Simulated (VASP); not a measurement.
Output of a VASP run:

**OUTCAR**
```
 ion  position               nearest neighbor table
   1  0.000  0.000  0.000-
  LATTYP: Found a face centered cubic cell.
 ALAT       =     5.3867267750
 Subroutine PRICEL returns:
 Original cell was already a primitive cell.
 Subroutine GETGRP returns: Found 48 space group operations
The static configuration has the point symmetry O_h .
The dynamic configuration has the point symmetry O_h .
 Subroutine INISYM returns: Found 48 space group operations
 Subroutine IBZKPT returns following result:
 Found     56 irreducible k-points:

 Following reciprocal coordinates:
            Coordinates               Weight
  0.000000  0.000000  0.000000      1.000000
  0.090909  0.000000  0.000000      8.000000
  0.181818  0.000000  0.000000      8.000000
  0.272727  0.000000  0.000000      8.000000
  0.363636  0.000000  0.000000      8.000000
  0.454545  0.000000  0.000000      8.000000
  0.090909  0.090909  0.000000      6.000000
  0.181818  0.090909  0.000000     24.000000
  0.272727  0.090909  0.000000     24.000000
  0.363636  0.090909  0.000000     24.000000
  0.454545  0.090909  0.000000     24.000000
 -0.454545  0.090909  0.000000     24.000000
 -0.363636  0.090909  0.000000     24.000000
 -0.272727  0.090909  0.000000     24.000000
 -0.181818  0.090909  0.000000     24.000000
 -0.090909  0.090909  0.000000     12.000000
  0.181818  0.181818  0.000000      6.000000
  0.272727  0.181818  0.000000     24.000000
  0.363636  0.181818  0.000000     24.000000
  0.454545  0.181818  0.000000     24.000000
 -0.454545  0.181818  0.000000     24.000000
 -0.363636  0.181818  0.000000     24.000000
 -0.272727  0.181818  0.000000     24.000000
 -0.181818  0.181818  0.000000     12.000000
  0.272727  0.272727  0.000000      6.000000
  0.363636  0.272727  0.000000     24.000000
  0.454545  0.272727  0.000000     24.000000
 -0.454545  0.272727  0.000000     24.000000
 -0.363636  0.272727  0.000000     24.000000
 -0.272727  0.272727  0.000000     12.000000
  0.363636  0.363636  0.000000      6.000000
  0.454545  0.363636  0.000000     24.000000
 -0.454545  0.363636  0.000000     24.000000
 -0.363636  0.363636  0.000000     12.000000
  0.454545  0.454545  0.000000      6.000000
 -0.454545  0.454545  0.000000     12.000000
  0.272727  0.181818  0.090909     24.000000
  0.363636  0.181818  0.090909     48.000000
  0.454545  0.181818  0.090909     48.000000
 -0.454545  0.181818  0.090909     48.000000
   k-points           NKPTS =     56   k-points in BZ     NKDIM =     56   number of bands    NBANDS=      8
   number of dos      NEDOS =    301   number of ions     NIONS =      1
   total plane-waves  NPLWV =  21952
   dimension x,y,z NGX =    28 NGY =   28 NGZ =   28
   dimension x,y,z NGXF=    56 NGYF=   56 NGZF=   56
   ions per type =               1
   PREC   = accura    normal or accurate (medium, high low for compatibility)
   ISTART =      0    job   : 0-new  1-cont  2-samecut
   ICHARG =      2    charge: 1-file 2-atom 10-const
   ISPIN  =      1    spin polarized calculation?
   LNONCOLLINEAR =      F non collinear calculations
   LSORBIT =      F    spin-orbit coupling
   INIWAV =      1    electr: 0-lowe 1-rand  2-diag
   ENCUT  =  400.0 eV  29.40 Ry    5.42 a.u.   6.21  6.21  6.21*2*pi/ulx,y,z
   NELM   =    100;   NELMIN=  2; NELMDL= -5     # of ELM steps
   EDIFF  = 0.1E-05   stopping-criterion for ELM
   LREAL  =      F    real-space projection
   NLSPLINE    = F    spline interpolate recip. space projectors
   LMAXMIX     =    6 max onsite mixed and CHGCAR
   VOSKOWN=      0    Vosko Wilk Nusair interpolation
   EDIFFG = -.1E-01   stopping-criterion for IOM
   NSW    =     60    number of steps for IOM
   NBLOCK =      1;   KBLOCK =     60    inner block; outer block
   IBRION =      2    ionic relax: 0-MD 1-quasi-New 2-CG
   NFREE  =      1    steps in history (QN), initial steepest desc. (CG)
...
```

OSZICAR:
```
       N       E                     dE             d eps       ncg     rms          rms(c)
DAV:   1    -0.302299983666E+02   -0.30230E+02   -0.41564E+03   976   0.755E+02
DAV:   2    -0.335481980663E+02   -0.33182E+01   -0.32773E+01  1192   0.442E+01
DAV:   3    -0.335672630799E+02   -0.19065E-01   -0.18906E-01  1184   0.362E+00
DAV:   4    -0.335672963414E+02   -0.33261E-04   -0.33261E-04  1288   0.144E-01
DAV:   5    -0.335672964040E+02   -0.62666E-07   -0.62755E-07  1176   0.454E-03    0.950E+00
DAV:   6    -0.333473789601E+02    0.21992E+00   -0.36706E-01   896   0.554E+00    0.541E+00
DAV:   7    -0.335233774607E+02   -0.17600E+00   -0.79469E-02   896   0.330E+00    0.151E-01
DAV:   8    -0.333637859602E+02    0.15959E+00   -0.49368E-02   928   0.245E+00    0.842E-02
DAV:   9    -0.334812722900E+02   -0.11749E+00   -0.40655E-02   904   0.146E+00    0.983E-02
DAV:  10    -0.334794159562E+02    0.18563E-02   -0.31109E-04  1232   0.182E-01    0.596E-02
DAV:  11    -0.334588906243E+02    0.20525E-01   -0.44178E-03   896   0.603E-01    0.196E-01
DAV:  12    -0.334586336462E+02    0.25698E-03   -0.74969E-05  1296   0.842E-02    0.217E-01
DAV:  13    -0.334585094024E+02    0.12424E-03   -0.12762E-04   928   0.844E-02    0.177E-01
DAV:  14    -0.334585681659E+02   -0.58763E-04   -0.15850E-04   984   0.116E-01    0.738E-02
DAV:  15    -0.334585797459E+02   -0.11580E-04   -0.10732E-05  1024   0.333E-02    0.113E-01
DAV:  16    -0.334585827335E+02   -0.29876E-05   -0.20088E-07   608   0.408E-03    0.111E-01
DAV:  17    -0.334585650939E+02    0.17640E-04   -0.41425E-05   896   0.442E-02    0.868E-02
DAV:  18    -0.334585747291E+02   -0.96352E-05   -0.21368E-05  1048   0.400E-02    0.307E-02
DAV:  19    -0.334585771990E+02   -0.24700E-05   -0.30248E-06   944   0.141E-02    0.169E-02
DAV:  20    -0.334585743300E+02    0.28691E-05   -0.17263E-06   936   0.100E-02    0.823E-03
DAV:  21    -0.334585757574E+02   -0.14274E-05   -0.26881E-07   448   0.559E-03    0.110E-03
DAV:  22    -0.334585740344E+02    0.17230E-05   -0.47296E-07   456   0.469E-03    0.663E-04
DAV:  23    -0.334585744667E+02   -0.43231E-06   -0.18489E-08   448   0.122E-03
   1 F= -.33458574E+02 E0= -.33458369E+02  d E =-.334586E+02
       N       E                     dE             d eps       ncg     rms          rms(c)
DAV:   1    -0.334586674523E+02   -0.93418E-04   -0.15267E-03   928   0.339E-01    0.399E-02
DAV:   2    -0.334586115782E+02    0.55874E-04   -0.50441E-05   968   0.686E-02    0.233E-02
DAV:   3    -0.334585834735E+02    0.28105E-04   -0.72122E-05  1008   0.711E-02    0.896E-03
DAV:   4    -0.334585876238E+02   -0.41503E-05   -0.13737E-06   872   0.117E-02    0.753E-03
DAV:   5    -0.334585842934E+02    0.33304E-05   -0.21804E-06   896   0.155E-02    0.269E-03
DAV:   6    -0.334585903803E+02   -0.60869E-05   -0.22624E-06   904   0.154E-02    0.239E-04
DAV:   7    -0.334585898109E+02    0.56942E-06   -0.31837E-08   448   0.171E-03
   2 F= -.33458590E+02 E0= -.33458392E+02  d E =-.153442E-04
```

### OUTCAR
```
------------------------ aborting loop because EDIFF is reached ----------------------------------------
  FORCE on cell =-STRESS in cart. coord.  units (eV):
  Direction    XX          YY          ZZ          XY          YZ          ZX
  --------------------------------------------------------------------------------------
  Total       -0.0061707     -0.0061707     -0.0061707     -0.0000000     -0.0000000     -0.0000000
  in kB       -0.2534444     -0.2534444     -0.2534444     -0.0000000     -0.0000000     -0.0000000
  external PRESSURE =      -0.2534444 kB  Pullay stress =       0.0000000 kB
  volume of cell :       39.01
      direct lattice vectors                 reciprocal lattice vectors
    -0.000000000  2.691801388  2.691801388    -0.185749217  0.185749217  0.185749217
     2.691801388 -0.000000000  2.691801388     0.185749217 -0.185749217  0.185749217
     2.691801388  2.691801388  0.000000000     0.185749217  0.185749217 -0.185749217
 POSITION                                       TOTAL-FORCE (eV/Angst)
 -----------------------------------------------------------------------------------
      5.38360      2.69180      2.69180         0.000000      0.000000      0.000000
 -----------------------------------------------------------------------------------
    total drift:                                0.000000      0.000000      0.000000
  FREE ENERGIE OF THE ION-ELECTRON SYSTEM (eV)
  ---------------------------------------------------
  free  energy   TOTEN  =       -33.4585898109 eV

  energy  without entropy=      -33.4579955867  energy(sigma->0) =      -33.45839174

 reached required accuracy - stopping structural energy minimisation
```
(Selected blocks of OUTCAR.)

POSCAR:
```
Yb
1
   -0.0000000000     2.6933633875     2.6933633875
    2.6933633875     0.0000000000     2.6933633875
    2.6933633875     2.6933633875    -0.0000000000
Yb
1
Direct
  0.0000000000   0.0000000000   0.0000000000
```

Reconstruct the remaining input files.

One answer among several that fit: the input of the run itself, r2SCAN meta-GGA, plane waves, VASP's PBE PAW potentials (set 64).

KPOINTS:
```
Automatic mesh
0
Gamma
11 11 11
0 0 0
```

### INCAR
```
ALGO = Normal
EDIFF = 1E-6
EDIFFG = -0.01
ENCUT = 400
IBRION = 2
ISIF = 3
ISMEAR = 1
LASPH = .TRUE.
LCHARG = .FALSE.
LMAXMIX = 6
LMIXTAU = .TRUE.
LREAL = .FALSE.
LWAVE = .FALSE.
METAGGA = R2SCAN
NELM = 100
NSW = 60
PREC = Accurate
SIGMA = 0.1
SYSTEM = Yb
```

POTCAR, in this order: Yb_2 (PBE.64 set). Program: vasp_std.

The 4f electrons are frozen in the core of the lanthanide potential, so 4f levels, which can set the real gap, and their magnetism are missing.

The compound is Yb in the fcc structure. This run relaxes it. Symmetry was kept, so distortions that lower it aren't found. The start is the result of an earlier pass.
